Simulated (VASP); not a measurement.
# MnGe23 (a cell with a defect) in VASP: notebook

One crystal, MnGe23 (a cell with a defect), is run at these levels: PBEsol+U; tasks: single point.

Program: VASP 6.6.1. These are calculated values, not measurements. Logs are shortened: lines on timing, memory, paths and dates and some standing lists are left out, and cuts for length are marked.

### 1 Starting point

The cell holds a defect, 24 atoms: a = 12.001 Å, b = 8.001 Å, c = 8.001 Å, α = 60.00°, β = 60.00°, γ = 60.00°.

### 2 Single point, PBEsol+U, collinear spin, ferromagnetic start

The input, INCAR:

```
SYSTEM = MnGe23
PREC = Accurate
ENCUT = 350
EDIFF = 1E-5
ISMEAR = 0
SIGMA = 0.03
LREAL = Auto
LASPH = .TRUE.
NELM = 120
ALGO = Normal
ISIF = 2
LWAVE = .FALSE.
LCHARG = .FALSE.
ISPIN = 2
MAGMOM = 3 0 0 0 0 0 0 0 0 0 0 0 0 0 0 0 0 0 0 0 0 0 0 0
LORBIT = 11
LMAXMIX = 4
LDAU = .TRUE.
LDAUTYPE = 2
LDAUL = 2 -1
LDAUU = 3.5 0
LDAUJ = 0 0
LDAUPRINT = 1
GGA = PS
KPAR = 2
```

The input, KPOINTS:

```
Automatic mesh
0
G
  2 2 2
  0 0 0
```

The input, POSCAR:

```
MnGe23
1.0
    0.0000000000      8.4863100000      8.4863100000
    5.6575400000      0.0000000000      5.6575400000
    5.6575400000      5.6575400000      0.0000000000
Mn Ge
1 23
Direct
    0.0000000000      0.0000000000      0.0000000000
    0.0000000000      0.0000000000      0.5000000000
    0.0000000000      0.5000000000      0.0000000000
    0.0000000000      0.5000000000      0.5000000000
    0.3333330000      0.0000000000      0.0000000000
    0.3333330000      0.0000000000      0.5000000000
    0.3333330000      0.5000000000      0.0000000000
    0.3333330000      0.5000000000      0.5000000000
    0.6666670000      0.0000000000      0.0000000000
    0.6666670000      0.0000000000      0.5000000000
    0.6666670000      0.5000000000      0.0000000000
    0.6666670000      0.5000000000      0.5000000000
    0.0833333333      0.1250000000      0.1250000000
    0.0833333333      0.1250000000      0.6250000000
    0.0833333333      0.6250000000      0.1250000000
    0.0833333333      0.6250000000      0.6250000000
    0.4166663333      0.1250000000      0.1250000000
    0.4166663333      0.1250000000      0.6250000000
    0.4166663333      0.6250000000      0.1250000000
    0.4166663333      0.6250000000      0.6250000000
    0.7500003333      0.1250000000      0.1250000000
    0.7500003333      0.1250000000      0.6250000000
    0.7500003333      0.6250000000      0.1250000000
    0.7500003333      0.6250000000      0.6250000000
```

Potentials or basis: VASP PAW PBE potentials, release 64 (Mn_pv, Ge_d).

The run is started by

```
$ cat potpaw_PBE.64/Mn_pv/POTCAR potpaw_PBE.64/Ge_d/POTCAR > POTCAR
$ mpirun -np 4 vasp_std > vasp.out
```

OUTCAR:

```text
SYSTEM = MnGe23
   PREC = Accurate
   ENCUT = 350
   EDIFF = 1E-5
   ISMEAR = 0
   LREAL = Auto
   LASPH = .TRUE.
   NELM = 120
   ISIF = 2
   ISPIN = 2
   LORBIT = 11
   GGA = PS

 ion  position               nearest neighbor table
   1  0.000  0.000  0.000-  21 2.45  13 2.45  15 2.45  14 2.45
   2  0.000  0.000  0.500-  22 2.45  14 2.45  16 2.45  13 2.45
   3  0.000  0.500  0.000-  23 2.45  15 2.45  16 2.45  13 2.45
   4  0.000  0.500  0.500-  24 2.45  16 2.45  14 2.45  15 2.45
   5  0.333  0.000  0.000-  13 2.45  17 2.45  18 2.45  19 2.45
   6  0.333  0.000  0.500-  14 2.45  18 2.45  17 2.45  20 2.45
[... 16 lines left out ...]
  23  0.750  0.625  0.125-   3 2.45  11 2.45   9 2.45  12 2.45
  24  0.750  0.625  0.625-   4 2.45  12 2.45  11 2.45  10 2.45

  LATTYP: Found a face centered orthorhombic cell.
 ALAT       =     8.0009697977
 B/A-ratio  =     1.7320508076
 C/A-ratio  =     2.4494897428

  Lattice vectors:

 A1 = (   0.0000000000,   8.4863100000,   8.4863100000)
 A2 = (  -5.6575400000,   2.8287700000,   8.4863100000)
 A3 = (   5.6575400000,   0.0000000000,   5.6575400000)

Analysis of symmetry for initial positions (statically):
=====================================================================
 Subroutine PRICEL returns:
 Original cell was already a primitive cell.

 Routine SETGRP: Setting up the symmetry group for a
 face centered orthorhombic supercell.

 Subroutine GETGRP returns: Found  2 space group operations
 (whereof  2 operations were pure point group operations)
 out of a pool of  8 trial point group operations.

The static configuration has the point symmetry C_1h.

Analysis of symmetry for dynamics (positions and initial velocities):
=====================================================================
 Subroutine PRICEL returns:
 Original cell was already a primitive cell.

 Routine SETGRP: Setting up the symmetry group for a
 face centered orthorhombic supercell.

 Subroutine GETGRP returns: Found  2 space group operations
 (whereof  2 operations were pure point group operations)
 out of a pool of  8 trial point group operations.

The dynamic configuration has the point symmetry C_1h.

Analysis of structural, dynamic, and magnetic symmetry:
=====================================================================
 Subroutine PRICEL returns:
 Original cell was already a primitive cell.

 Routine SETGRP: Setting up the symmetry group for a
 face centered orthorhombic supercell.

 Subroutine GETGRP returns: Found  2 space group operations
 (whereof  2 operations were pure point group operations)
 out of a pool of  8 trial point group operations.

The overall configuration has the point symmetry C_1h.

 Subroutine INISYM returns: Found  2 space group operations
 (whereof  2 operations are pure point group operations),
 and found     1 'primitive' translations

----------------------------------------------------------------------------------------

                                     Primitive cell

  volume of cell :     543.2555

  direct lattice vectors                    reciprocal lattice vectors
     0.000000000  8.486310000  8.486310000    -0.058918423  0.058918423  0.058918423
     5.657540000  0.000000000  5.657540000     0.088377634 -0.088377634  0.088377634
     5.657540000  5.657540000  0.000000000     0.088377634  0.088377634 -0.088377634

  length of vectors
    12.001454697  8.000969798  8.000969798     0.102049702  0.153074553  0.153074553

  position of ions in fractional coordinates (direct lattice)
     0.000000000  0.000000000  0.000000000
     0.000000000  0.000000000  0.500000000
     0.000000000  0.500000000  0.000000000
     0.000000000  0.500000000  0.500000000
     0.333333000  0.000000000  0.000000000
     0.333333000  0.000000000  0.500000000
[... 16 lines left out ...]
     0.750000333  0.625000000  0.125000000
     0.750000333  0.625000000  0.625000000

  ion indices of the primitive-cell ions
   primitive index   ion index
                 1           1
                 2           2
                 3           3
                 4           4
                 5           5
                 6           6
[... 85 lines left out ...]
   EFERMI =   0.00;   METHOD = LEGACY
   ISMEAR =     0;   SIGMA  =   0.03  broadening in eV -4-tet -1-fermi 0-gaus
   EFERMI_NEDOS =   21; number of points for ismear=-14 and -15
   IALGO  =     38    algorithm
   IMIX   =      4    mixing-type and parameters
     AMIX     =   0.40;   BMIX     =  1.00
     AMIX_MAG =   1.60;   BMIX_MAG =  1.00
  volume/ion in A,a.u.               =      22.64       152.75
  Fermi-wavevector in a.u.,A,eV,Ry     =   1.393440  2.633220 26.418106  1.941676
  Thomas-Fermi vector in A             =   2.517086
   LORBIT       =     11    0 simple, 1 ext, 2 COOP (PROOUT), +10 PAW based schemes
 LDA+U is selected, type is set to LDAUTYPE =  2
   angular momentum for each species LDAUL =     2   -1
[... 44 lines left out ...]
  o =  0.8800  v = -0.4136 -0.8107 -0.0127 -0.4136  0.0220  0.0000  0.0000  0.0000  0.0000  0.0000      0.0000  0.0000  0.0000  0.0000  0.0000  0.0000  0.0000  0.0000  0.0000  0.0000
  o =  0.8928  v = -0.5734  0.5837  0.0209 -0.5734 -0.0361  0.0000  0.0000  0.0000  0.0000  0.0000      0.0000  0.0000  0.0000  0.0000  0.0000  0.0000  0.0000  0.0000  0.0000  0.0000
  o =  0.9096  v =  0.0228 -0.0000 -0.8656 -0.0228 -0.4997  0.0000  0.0000  0.0000  0.0000  0.0000      0.0000  0.0000  0.0000  0.0000  0.0000  0.0000  0.0000  0.0000  0.0000  0.0000
  o =  0.9097  v = -0.0134  0.0450 -0.4994 -0.0134  0.8650  0.0000  0.0000  0.0000  0.0000  0.0000      0.0000  0.0000  0.0000  0.0000  0.0000  0.0000  0.0000  0.0000  0.0000  0.0000

 number of electron     334.9999949 magnetization       3.7507754

 Free energy of the ion-electron system (eV)
  ---------------------------------------------------
  ext. energy  EPLUGINS =         0.00000000
  ---------------------------------------------------
  free energy    TOTEN  =      -118.24664119 eV

  energy without entropy =     -118.24664066  energy(sigma->0) =     -118.24664092

 E-fermi :   4.5030     XC(G=0): -10.1135

 val. band max:        4.4163672644   @ k =   0.0000   0.5000   0.5000
 cond. band min:       4.5902826462   @ k =   0.0000   0.0000   0.0000
 fundamental gap:      0.1739153818
 Fermi energy:         4.5030004408

 spin component 1

 k-point     1 :       0.0000    0.0000    0.0000
  band No.  band energies     occupation
      1     -45.6316      1.00000
      2     -45.6304      1.00000
      3     -45.6158      1.00000
      4     -20.0484      1.00000
      5     -20.0409      1.00000
      6     -20.0245      1.00000
[... 1081 lines left out ...]
    178       6.8886      0.00000
    179       7.0182      0.00000
 Fermi energy:         4.5030004408

 spin component 2

 k-point     1 :       0.0000    0.0000    0.0000
  band No.  band energies     occupation
      1     -41.4061      1.00000
      2     -41.4011      1.00000
      3     -41.3682      1.00000
      4     -20.0467      1.00000
      5     -20.0393      1.00000
      6     -20.0228      1.00000
[... 1081 lines left out ...]
    178       7.0767      0.00000
    179       7.3522      0.00000
 [bands above 179 left out]

------------------------ aborting loop because EDIFF is reached ----------------------------------------

  FORCE on cell =-STRESS in cart. coord.  units (eV):
  Direction    XX          YY          ZZ          XY          YZ          ZX
  --------------------------------------------------------------------------------------
  -------------------------------------------------------------------------------------
  Total        3.0258118      3.0360039      3.0360039      0.8895263     -1.1508617      0.8895264
  in kB        8.9237693      8.9538280      8.9538280      2.6234043     -3.3941385      2.6234045
  external PRESSURE =       8.9438084 kB  Pullay stress =       0.0000000 kB

 VOLUME and BASIS-vectors are now :
 -----------------------------------------------------------------------------
  energy-cutoff  :      350.00
  volume of cell :      543.26
      direct lattice vectors                 reciprocal lattice vectors
     0.000000000  8.486310000  8.486310000    -0.058918423  0.058918423  0.058918423
     5.657540000  0.000000000  5.657540000     0.088377634 -0.088377634  0.088377634
     5.657540000  5.657540000  0.000000000     0.088377634  0.088377634 -0.088377634

 POSITION                                       TOTAL-FORCE (eV/Angst)
 -----------------------------------------------------------------------------------
      0.00000      0.00000      0.00000         0.086957     -0.035534     -0.035534
      2.82877      2.82877      0.00000        -0.036708     -0.023144      0.069802
      2.82877      0.00000      2.82877        -0.036708      0.069802     -0.023144
      5.65754      2.82877      2.82877        -0.063060      0.006336      0.006336
      0.00000      2.82877      2.82877         0.183319     -0.044251     -0.044251
      2.82877      5.65754      2.82877         0.003293     -0.188952      0.030742
[... 16 lines left out ...]
      4.24315      7.07193      9.90070        -0.001504     -0.049149      0.056343
      7.07193      9.90070      9.90070         0.057573      0.021973      0.021973
 -----------------------------------------------------------------------------------
    total drift:                               -0.000129     -0.000167     -0.000168

  FREE ENERGIE OF THE ION-ELECTRON SYSTEM (eV)
  ---------------------------------------------------
  free  energy   TOTEN  =      -118.2466411877 eV

  energy  without entropy=     -118.2466406576  energy(sigma->0) =     -118.24664092

 total charge

# of ion       s       p       d       tot
------------------------------------------
    1        0.366   6.248   4.926  11.539
    2        1.126   1.253  10.022  12.402
    3        1.126   1.253  10.022  12.402
    4        1.124   1.254  10.023  12.401
    5        1.124   1.267  10.021  12.413
    6        1.120   1.267  10.021  12.408
[... 16 lines left out ...]
   23        1.118   1.271  10.021  12.410
   24        1.116   1.273  10.021  12.410
--------------------------------------------------
tot         26.241  35.354 235.398 296.993

 magnetization (x)

# of ion       s       p       d       tot
------------------------------------------
    1        0.039   0.015   3.989   4.043
    2        0.003  -0.014  -0.002  -0.013
    3        0.003  -0.014  -0.002  -0.013
    4        0.003  -0.012  -0.002  -0.011
    5        0.004  -0.001  -0.001   0.002
    6        0.003   0.007  -0.001   0.010
[... 16 lines left out ...]
   23        0.001   0.007  -0.000   0.008
   24        0.000   0.008   0.000   0.009
--------------------------------------------------
tot          0.028  -0.387   4.008   3.649
```

Run time: 5.7 min. Hardware: 4 MPI ranks of Intel Xeon 6975P-C (Granite Rapids), shared host; peak memory 0.54 GiB.

Results:

```yaml
Free_energy: -118.2466 eV
Largest_force: 0.252 eV/Å
Band_gap_on_the_k_mesh: none (metal or under the smearing width)
Net_moment: 3.75 μB per cell
Site_moments: Mn +4.04; Ge -0.01, +0.00, +0.01, -0.12, -0.06 μB
Valence_electrons_inside_the_program's_atomic_spheres: Mn 11.54; Ge 12.40, 12.41, 12.42, 12.44
```

Forces in eV/Å, atoms in the order of the input:
```
Mn   0.087 -0.036 -0.036
Ge  -0.037 -0.023  0.070
Ge  -0.037  0.070 -0.023
Ge  -0.063  0.006  0.006
Ge   0.183 -0.044 -0.044
Ge   0.003 -0.189  0.031
Ge   0.003  0.031 -0.189
Ge  -0.032 -0.030 -0.030
Ge   0.156  0.005  0.005
Ge  -0.009 -0.187  0.019
Ge  -0.009  0.019 -0.187
Ge  -0.037 -0.003 -0.003
Ge   0.025  0.155  0.155
Ge  -0.186  0.022  0.169
Ge  -0.186  0.169  0.022
Ge   0.053 -0.007 -0.007
Ge  -0.169  0.070  0.070
Ge   0.036  0.099 -0.038
Ge   0.036 -0.038  0.099
Ge   0.007  0.025  0.025
Ge   0.121 -0.142 -0.142
Ge  -0.002  0.056 -0.049
Ge  -0.002 -0.049  0.056
Ge   0.058  0.022  0.022
```

Levels at points of the mesh, in eV from the Fermi level:
Spin up:
| k point | band 167 | band 168 | band 169 | band 170 | band 171 | band 172 |
| --- | --- | --- | --- | --- | --- | --- |
| (0.00, 0.00, 0.00) | -0.22 | -0.20 | 0.34 | 0.54 | 0.65 | 0.70 |
| (0.50, 0.00, 0.00) | -0.54 | -0.18 | -0.18 | 0.51 | 0.64 | 0.94 |
| (0.00, 0.50, 0.00) | -0.81 | -0.57 | -0.56 | 0.34 | 0.54 | 0.91 |
| (0.50, 0.00, 0.50) | -1.21 | -1.14 | -0.72 | -0.31 | 0.43 | 1.64 |
| (0.00, 0.50, 0.50) | -1.14 | -0.96 | -0.49 | -0.09 | 0.56 | 1.31 |
| (0.50, 0.50, 0.50) | -1.06 | -0.84 | -0.72 | -0.11 | 0.36 | 1.62 |
Spin down:
| k point | band 164 | band 165 | band 166 | band 167 | band 168 | band 169 |
| --- | --- | --- | --- | --- | --- | --- |
| (0.00, 0.00, 0.00) | 0.09 | 0.10 | 0.14 | 0.35 | 0.59 | 0.64 |
| (0.50, 0.00, 0.00) | -0.35 | -0.11 | -0.10 | 0.45 | 0.65 | 0.72 |
| (0.00, 0.50, 0.00) | -0.64 | -0.29 | -0.22 | 0.90 | 1.06 | 1.28 |
| (0.50, 0.00, 0.50) | -0.79 | -0.75 | -0.33 | 1.25 | 1.44 | 1.62 |
| (0.00, 0.50, 0.50) | -0.55 | -0.53 | -0.25 | 1.11 | 1.21 | 1.41 |
| (0.50, 0.50, 0.50) | -0.76 | -0.61 | -0.35 | 1.22 | 1.45 | 1.73 |

Eigenvalues of the final occupation matrices:
| site | spin | trace | eigenvalues |
| --- | --- | --- | --- |
| site 1 d | 1 | 4.47 | 0.88 0.88 0.89 0.91 0.91 |
| site 1 d | 2 | 0.48 | 0.02 0.02 0.13 0.15 0.15 |

Caveat: the k mesh is coarse (spacing up to 0.48 Å⁻¹), so the values aren't converged; the cutoff is under 1.25 times the usual one of these potentials, so pressure, stress and relaxed cells hold a basis-set (Pulay) error; the PAW data sets were made with another functional, which shifts forces and pressure a little; the U is typed as a test and isn't derived for this compound. The state reached can hang on the start; a lower one may exist.

### 3 Single point, PBEsol+U, collinear spin, ferromagnetic start

Edit INCAR of step 2 so:

```diff
@@ -14,3 +14,3 @@
 ISPIN = 2
-MAGMOM = 3 0 0 0 0 0 0 0 0 0 0 0 0 0 0 0 0 0 0 0 0 0 0 0
+MAGMOM = 1 0 0 0 0 0 0 0 0 0 0 0 0 0 0 0 0 0 0 0 0 0 0 0
 LORBIT = 11
```

KPOINTS is that of step 2.

POSCAR is that of step 2.

Potentials or basis: VASP PAW PBE potentials, release 64 (Mn_pv, Ge_d).

The run is started by

```
$ cat potpaw_PBE.64/Mn_pv/POTCAR potpaw_PBE.64/Ge_d/POTCAR > POTCAR
$ mpirun -np 4 vasp_std > vasp.out
```

Wall time 7.4 min (4 MPI ranks of Intel Xeon 6975P-C (Granite Rapids), shared host); peak memory 0.55 GiB.

It converged, with:

```
Free energy                                           : -118.2467 eV
Largest force                                         : 0.251 eV/Å
Band gap on the k mesh                                : none (metal or under the smearing width)
Net moment                                            : 3.75 μB per cell
Site moments                                          : Mn +4.04; Ge -0.01, +0.00, +0.01, -0.12, -0.06 μB
Valence electrons inside the program's atomic spheres : Mn 11.54; Ge 12.40, 12.41, 12.42, 12.44
```

Forces on the atoms (eV/Å):
```
Mn   0.087 -0.036 -0.036
Ge  -0.036 -0.023  0.069
Ge  -0.036  0.069 -0.023
Ge  -0.062  0.006  0.006
Ge   0.183 -0.044 -0.044
Ge   0.003 -0.188  0.031
Ge   0.003  0.031 -0.188
Ge  -0.032 -0.030 -0.030
Ge   0.155  0.006  0.006
Ge  -0.009 -0.187  0.019
Ge  -0.009  0.019 -0.187
Ge  -0.037 -0.004 -0.004
Ge   0.024  0.154  0.154
Ge  -0.185  0.023  0.168
Ge  -0.185  0.168  0.023
Ge   0.053 -0.007 -0.007
Ge  -0.168  0.070  0.070
Ge   0.036  0.098 -0.038
Ge   0.036 -0.038  0.098
Ge   0.007  0.025  0.025
Ge   0.120 -0.141 -0.141
Ge  -0.001  0.056 -0.049
Ge  -0.001 -0.049  0.056
Ge   0.058  0.022  0.022
```

Levels at points of the mesh, in eV from the Fermi level:
Spin up:
```
           k point  band 165  band 166  band 167  band 168  band 169  band 170  band 171  band 172  band 173  band 174
(0.00, 0.00, 0.00)     -0.84     -0.63     -0.22     -0.20      0.34      0.55      0.65      0.70      0.81      0.96
(0.50, 0.00, 0.00)     -0.82     -0.74     -0.54     -0.18     -0.18      0.51      0.64      0.94      0.95      1.08
(0.00, 0.50, 0.00)     -1.40     -1.11     -0.81     -0.56     -0.56      0.34      0.54      0.92      1.25      1.47
(0.50, 0.00, 0.50)     -1.35     -1.26     -1.21     -1.14     -0.72     -0.31      0.43      1.64      1.66      1.81
(0.00, 0.50, 0.50)     -1.41     -1.18     -1.13     -0.96     -0.49     -0.09      0.56      1.32      1.39      1.60
(0.50, 0.50, 0.50)     -1.32     -1.14     -1.06     -0.84     -0.72     -0.11      0.36      1.62      1.76      1.99
```
Spin down:
```tsv
k point	band 163	band 164	band 165	band 166	band 167	band 168	band 169	band 170
(0.00, 0.00, 0.00)	-0.55	0.09	0.10	0.14	0.35	0.59	0.65	0.69
(0.50, 0.00, 0.00)	-0.35	-0.35	-0.11	-0.10	0.45	0.65	0.73	0.97
(0.00, 0.50, 0.00)	-0.65	-0.64	-0.29	-0.22	0.90	1.06	1.28	1.35
(0.50, 0.00, 0.50)	-1.13	-0.79	-0.75	-0.33	1.25	1.44	1.62	1.64
(0.00, 0.50, 0.50)	-1.22	-0.55	-0.53	-0.25	1.11	1.21	1.41	1.56
(0.50, 0.50, 0.50)	-0.98	-0.76	-0.61	-0.35	1.21	1.45	1.73	1.78
```

Eigenvalues of the final occupation matrices:
```
    site  spin  trace               eigenvalues
site 1 d     1   4.47  0.88 0.88 0.89 0.91 0.91
site 1 d     2   0.47  0.02 0.02 0.13 0.15 0.15
```

Caveat: the k mesh is coarse (spacing up to 0.48 Å⁻¹), so the values aren't converged; the cutoff is under 1.25 times the usual one of these potentials, so pressure, stress and relaxed cells hold a basis-set (Pulay) error; the PAW data sets were made with another functional, which shifts forces and pressure a little; the U is typed as a test and isn't derived for this compound.
